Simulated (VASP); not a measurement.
Data:

```
CELL_PARAMETERS angstrom
      0.00000     3.14120     3.14120
      3.14120     0.00000     3.14120
      3.14120     3.14120     0.00000
ATOMIC_POSITIONS crystal
  Mg 0.25000 0.25000 0.25000
  Mg 0.75000 0.75000 0.75000
  Ge 0.00000 0.00000 0.00000
```

The numbers are results of PBE GGA with D4 dispersion, VASP's PBE PAW potentials (set 64) (plane waves; VASP 6.6.1), not measurements. Numerical set-up: 520 eV cut-off, 6×6×6 Γ-centred mesh, Gaussian smearing of 0.050 eV, potentials Mg Ge_d.

### Question
Estimate the energy per atom (σ→0), pressure, band gap (on the k-mesh) with the smallest direct gap where there is one.

### Answer

```
Item                                         Result
-----------------------------------  --------------
band gap (on the k-mesh)                    0.09 eV
smallest direct gap (on the k-mesh)         1.31 eV
energy per atom (σ→0)                -2.985 eV/atom
pressure                                   1.76 GPa
```

Total energies compare only between runs with the same potentials, cut-off and functional.

The compound is Mg2Ge in the antifluorite structure. This cell is one point of a volume scan, at 0.97 of the reference volume.
